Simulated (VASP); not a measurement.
A convergence study with VASP on WS$_{2}$ (2H layered): a few settings are varied, all else stays as given below, so the limit is that of these other settings.

```
CELL_PARAMETERS angstrom
      1.57500    -2.72798     0.00000
      1.57500     2.72798     0.00000
      0.00000     0.00000    12.32000
ATOMIC_POSITIONS crystal
  W  0.33333 0.66667 0.25000
  W  0.66667 0.33333 0.75000
  S  0.33333 0.66667 0.87800
  S  0.66667 0.33333 0.37800
  S  0.66667 0.33333 0.12200
  S  0.33333 0.66667 0.62200
```

Method: LDA (Ceperley-Alder, Perdew-Zunger), VASP's LDA PAW potentials (set 64) (plane waves; VASP 6.6.1). The last row used: 550 eV cut-off, 15×15×3 Γ-centred mesh, second-order Methfessel-Paxton smearing of 0.40 eV, potentials W_sv S.

```
setting                                  E (eV/atom)  pressure (GPa)  largest force (eV/Å)  irreducible k-points
---------------------------------------  -----------  --------------  --------------------  --------------------
ISMEAR = -1, SIGMA = 0.01, 4×4×1 mesh        -8.7618           -4.04                 0.501                     4
ISMEAR = -1, SIGMA = 0.1, 4×4×1 mesh         -8.7617           -4.04                 0.501                     4
ISMEAR = 0, SIGMA = 0.01, 4×4×1 mesh         -8.7618           -4.04                 0.501                     4
ISMEAR = 0, SIGMA = 0.2, 4×4×1 mesh          -8.7618           -4.04                 0.501                     4
ISMEAR = 1, SIGMA = 0.05, 4×4×1 mesh         -8.7617           -4.04                 0.501                     4
ISMEAR = 1, SIGMA = 0.2, 4×4×1 mesh          -8.7617           -4.04                 0.501                     4
ISMEAR = 2, SIGMA = 0.05, 4×4×1 mesh         -8.7618           -4.04                 0.501                     4
ISMEAR = 2, SIGMA = 0.2, 4×4×1 mesh          -8.7617           -4.04                 0.501                     4
ISMEAR = -1, SIGMA = 0.01, 9×9×2 mesh        -8.7498           -3.80                 0.404                    24
ISMEAR = -1, SIGMA = 0.2, 9×9×2 mesh         -8.7486           -3.79                 0.402                    24
ISMEAR = 0, SIGMA = 0.01, 9×9×2 mesh         -8.7498           -3.80                 0.404                    24
ISMEAR = 0, SIGMA = 0.4, 9×9×2 mesh          -8.7496           -3.80                 0.404                    24
ISMEAR = 1, SIGMA = 0.05, 9×9×2 mesh         -8.7498           -3.80                 0.404                    24
ISMEAR = 1, SIGMA = 0.4, 9×9×2 mesh          -8.7499           -3.82                   [?]                    24
ISMEAR = 2, SIGMA = 0.05, 9×9×2 mesh         -8.7498           -3.80                 0.404                    24
ISMEAR = 2, SIGMA = 0.4, 9×9×2 mesh          -8.7499           -3.81                 0.405                    24
ISMEAR = -1, SIGMA = 0.05, 15×15×3 mesh      -8.7498           -3.80                 0.405                    54
ISMEAR = -1, SIGMA = 0.2, 15×15×3 mesh       -8.7487           -3.79                 0.402                    54
ISMEAR = 0, SIGMA = 0.1, 15×15×3 mesh        -8.7498           -3.80                 0.405                    54
ISMEAR = 0, SIGMA = 0.4, 15×15×3 mesh        -8.7497           -3.80                 0.404                    54
ISMEAR = 1, SIGMA = 0.1, 15×15×3 mesh        -8.7498           -3.80                 0.405                    54
ISMEAR = 1, SIGMA = 0.4, 15×15×3 mesh        -8.7499           -3.82                   [?]                    54
ISMEAR = 2, SIGMA = 0.1, 15×15×3 mesh        -8.7498           -3.80                 0.405                    54
ISMEAR = 2, SIGMA = 0.4, 15×15×3 mesh        -8.7498           -3.80                 0.404                    54
```

**Question.** Fill in the missing entries.

**Answer.** 
- ISMEAR = 1, SIGMA = 0.4, 9×9×2 mesh, largest force (eV/Å): 0.410
- ISMEAR = 1, SIGMA = 0.4, 15×15×3 mesh, largest force (eV/Å): 0.408

Left out are rungs that failed or repeat a setting and relaxations that didn't move; long series are thinned to 24 rows.

The compound is WS2 in the 2H layered structure. The cell was not relaxed at this level, forces remain on its atoms.
